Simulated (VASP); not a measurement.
Output of a VASP run:

**OSZICAR**
```
       N       E                     dE             d eps       ncg     rms          rms(c)
DAV:   1     0.556776333090E+02    0.55678E+02   -0.69358E+03  1168   0.112E+03
DAV:   2    -0.167809992985E+02   -0.72459E+02   -0.65580E+02  1280   0.203E+02
DAV:   3    -0.187809692021E+02   -0.20000E+01   -0.19782E+01  1428   0.328E+01
DAV:   4    -0.187958506791E+02   -0.14881E-01   -0.14878E-01  1312   0.332E+00
DAV:   5    -0.187960176669E+02   -0.16699E-03   -0.16698E-03  1432   0.366E-01    0.119E+01
DAV:   6    -0.181885488552E+02    0.60747E+00   -0.21838E+00  1300   0.152E+01    0.324E+00
DAV:   7    -0.180773222289E+02    0.11123E+00   -0.11942E-01  1240   0.351E+00    0.215E+00
DAV:   8    -0.180322439039E+02    0.45078E-01   -0.30043E-02  1316   0.162E+00    0.282E-01
DAV:   9    -0.180320644620E+02    0.17944E-03   -0.14171E-03  1368   0.357E-01    0.164E-01
DAV:  10    -0.180320527971E+02    0.11665E-04   -0.17777E-04  1320   0.124E-01    0.151E-02
DAV:  11    -0.180320513001E+02    0.14970E-05   -0.50206E-06  1340   0.235E-02    0.888E-03
DAV:  12    -0.180320512914E+02    0.86317E-08   -0.15418E-07   772   0.354E-03
   1 F= -.99199581E+01 E0= -.99194411E+01  d E =-.991996E+01
```

OUTCAR:
```
------------------------ aborting loop because EDIFF is reached ----------------------------------------
  FORCE on cell =-STRESS in cart. coord.  units (eV):
  Direction    XX          YY          ZZ          XY          YZ          ZX
  --------------------------------------------------------------------------------------
  Total        8.1185582      8.1185582      8.1185582      0.0000000     -0.0000000     -0.0000000
  in kB      300.2390870    300.2390870    300.2390870      0.0000000     -0.0000000     -0.0000000
  external PRESSURE =       0.2390870 kB  Pullay stress =     300.0000000 kB
  volume of cell :       43.32
      direct lattice vectors                 reciprocal lattice vectors
     0.000000000  2.787601921  2.787601921    -0.179365639  0.179365639  0.179365639
     2.787601921  0.000000000  2.787601921     0.179365639 -0.179365639  0.179365639
     2.787601921  2.787601921  0.000000000     0.179365639  0.179365639 -0.179365639
 POSITION                                       TOTAL-FORCE (eV/Angst)
 -----------------------------------------------------------------------------------
      1.39380      1.39380      1.39380         0.000000      0.000000      0.000000
      4.18140      4.18140      4.18140         0.000000     -0.000000     -0.000000
      0.00000      0.00000      0.00000        -0.000000      0.000000      0.000000
 -----------------------------------------------------------------------------------
    total drift:                                0.000000     -0.000000     -0.000000
  FREE ENERGIE OF THE ION-ELECTRON SYSTEM (eV)
  ---------------------------------------------------
  free  energy   TOTEN  =       -18.0320512914 eV

  energy  without entropy=      -18.0305004191  energy(sigma->0) =      -18.03153433
  enthalpy is  TOTEN    =        -9.9199580624 eV   P V=        8.1120932290

 reached required accuracy - stopping structural energy minimisation
```
(Selected blocks of OUTCAR.)

File POSCAR:
```
PtAl2
1
    0.0000000000     2.7876019206     2.7876019206
    2.7876019206     0.0000000000     2.7876019206
    2.7876019206     2.7876019206     0.0000000000
Al Pt
2 1
Direct
  0.2500000000   0.2500000000   0.2500000000
  0.7500000000   0.7500000000   0.7500000000
  1.0000000000   1.0000000000   1.0000000000
```

Task: Write an INCAR and KPOINTS that could have produced this output.

Result: One answer among several that fit: the input of the run itself, LDA (Ceperley-Alder, Perdew-Zunger), plane waves, VASP's LDA PAW potentials (set 64).

**INCAR**
```
SYSTEM = PtAl2
PREC = Accurate
ENCUT = 500
EDIFF = 1E-6
NELM = 100
ALGO = Normal
LREAL = .FALSE.
LASPH = .TRUE.
ISMEAR = 1
SIGMA = 0.1
LMAXMIX = 6
LWAVE = .FALSE.
LCHARG = .FALSE.
IBRION = 2
ISIF = 3
NSW = 40
EDIFFG = -0.02
PSTRESS = 300
```

KPOINTS:
```
Automatic mesh
0
Gamma
10 10 10
0 0 0
```

POTCAR, in this order: Al Pt (LDA.64 set). Program: vasp_std.

The compound is PtAl2 in the fluorite structure. It was relaxed first under an external pressure of 30 GPa.
